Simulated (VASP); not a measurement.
VASP ran on this input.

### KPOINTS
```
Automatic mesh
0
Gamma
13 13 13
0 0 0
```

INCAR:
```
SYSTEM = Fe
PREC = Accurate
ENCUT = 400
EDIFF = 1E-6
NELM = 100
ALGO = Normal
LREAL = .FALSE.
LASPH = .TRUE.
ISMEAR = 1
SIGMA = 0.1
GGA = PE
LMAXMIX = 4
LORBIT = 10
LWAVE = .FALSE.
LCHARG = .FALSE.
ISIF = 2
ISPN = 2
```

File POSCAR:
```
Fe
1
   -1.4637000000     1.4637000000     1.4637000000
    1.4637000000    -1.4637000000     1.4637000000
    1.4637000000     1.4637000000    -1.4637000000
Fe
1
Direct
  0.0000000000   0.0000000000   0.0000000000
```

POTCAR, in this order: Fe (PBE.64 set). Program: vasp_std.

The run wrote:

### standard output
```
 POSCAR found type information on POSCAR Fe
 POSCAR found :  1 types and       1 ions
 Reading from existing POTCAR
 Reading from existing POTCAR
 LDA part: xc-table for (Slater+PW92), standard interpolation
 POSCAR, INCAR and KPOINTS ok, starting setup
 WAVECAR not read
 entering main loop
       N       E                     dE             d eps       ncg     rms          rms(c)
DAV:   1     0.923738629874E+01    0.92374E+01   -0.37041E+03  1392   0.102E+03
DAV:   2    -0.895156087036E+01   -0.18189E+02   -0.17790E+02  1368   0.113E+02
DAV:   3    -0.907684126992E+01   -0.12528E+00   -0.12508E+00  1800   0.133E+01
DAV:   4    -0.907747703493E+01   -0.63577E-03   -0.63572E-03  1568   0.772E-01
DAV:   5    -0.907748303586E+01   -0.60009E-05   -0.60011E-05  1760   0.568E-02    0.103E+01
DAV:   6    -0.775368970488E+01    0.13238E+01   -0.19794E+01  1368   0.739E+01    0.387E+00
DAV:   7    -0.753270967180E+01    0.22098E+00   -0.19823E+00  1368   0.220E+01    0.776E-01
DAV:   8    -0.752063898770E+01    0.12071E-01   -0.17310E-02  1864   0.159E+00    0.315E-01
DAV:   9    -0.751725545660E+01    0.33835E-02   -0.29148E-03  1912   0.420E-01    0.665E-02
DAV:  10    -0.751726007896E+01   -0.46224E-05   -0.52465E-06  1456   0.291E-02    0.228E-02
DAV:  11    -0.751725963576E+01    0.44320E-06   -0.46409E-07   936   0.635E-03
   1 F= -.75172596E+01 E0= -.75173632E+01  d E =0.310690E-03
```

OUTCAR:
```
------------------------ aborting loop because EDIFF is reached ----------------------------------------
  FORCE on cell =-STRESS in cart. coord.  units (eV):
  Direction    XX          YY          ZZ          XY          YZ          ZX
  --------------------------------------------------------------------------------------
  Total       -2.5293047     -2.5293047     -2.5293047      0.0000000      0.0000000      0.0000000
  in kB     -323.0691755   -323.0691755   -323.0691755      0.0000000      0.0000000      0.0000000
  external PRESSURE =    -323.0691755 kB  Pullay stress =       0.0000000 kB
  volume of cell :       12.54
      direct lattice vectors                 reciprocal lattice vectors
    -1.463700000  1.463700000  1.463700000     0.000000000  0.341600055  0.341600055
     1.463700000 -1.463700000  1.463700000     0.341600055  0.000000000  0.341600055
     1.463700000  1.463700000 -1.463700000     0.341600055  0.341600055  0.000000000
 POSITION                                       TOTAL-FORCE (eV/Angst)
 -----------------------------------------------------------------------------------
      0.00000      0.00000      0.00000         0.000000      0.000000     -0.000000
 -----------------------------------------------------------------------------------
    total drift:                                0.000000      0.000000      0.000000
  FREE ENERGIE OF THE ION-ELECTRON SYSTEM (eV)
  ---------------------------------------------------
  free  energy   TOTEN  =        -7.5172596358 eV

  energy  without entropy=       -7.5175703262  energy(sigma->0) =       -7.51736320

 total charge

# of ion       s       p       d       tot
------------------------------------------
    1        0.437   0.444   6.192   7.074
```
(Selected blocks of OUTCAR.)

Question: The run ends quietly. Is anything wrong with it?

Answer: The cause: ISPIN is misspelt, so the run is not spin-polarised. The run ends without an error. Against the sound run, the energy per atom (σ→0) rises by 0.662 eV/atom; the pressure decreases by 19.48 GPa. To mend it, set ISPIN = 2, set MAGMOM = 2.5, remove ISPN.

The mended run (PBE GGA, plane waves, VASP's PBE PAW potentials (set 64)) converges, and its OSZICAR ends with
```
   1 F= -.81795765E+01 E0= -.81793689E+01  d E =-.623027E-03  mag=     2.4626
```

The compound is Fe in the bcc structure. The cell was not relaxed at this level. The run is not spin-polarised, so no magnetic state was tried.
